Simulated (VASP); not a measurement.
BN:

```
N B
1.0
     0.00000    1.81300    1.81300
     1.81300    0.00000    1.81300
     1.81300    1.81300    0.00000
N B
1 1
Direct
  0.25000 0.25000 0.25000
  0.00000 0.00000 0.00000
```

The cell is a database's computed one.

Base run:

| Item | Value |
| --- | --- |
| Program | VASP 6.6.1 |
| Functional | TB-mBJ |
| Potentials or basis | VASP PAW PBE potentials, release 64 (N, B) |
| Cutoff | 520 eV |
| k mesh | 12 × 12 × 12 |
| Occupations | gaussian, width 0.02 eV |
| Spin | no spin polarisation |

Its results: band gap on the k mesh 5.79 eV, indirect (least direct gap 10.25 eV).

After a change of settings the same cell gave: band gap on the k mesh 4.96 eV, indirect (least direct gap 9.48 eV). Which change was it?
A. functional from TB-mBJ to r2SCAN
B. functional from TB-mBJ to PBE; further incar settings from ALGO = Normal; EDIFF = 1e-06 to ALGO = Fast; EDIFF = 1e-06
C. functional from TB-mBJ to PBE; further incar settings from ALGO = Normal; EDIFF = 1e-06 to ALGO = Fast; EDIFF = 1e-08

A.

Not every run made on this cell is shown here.
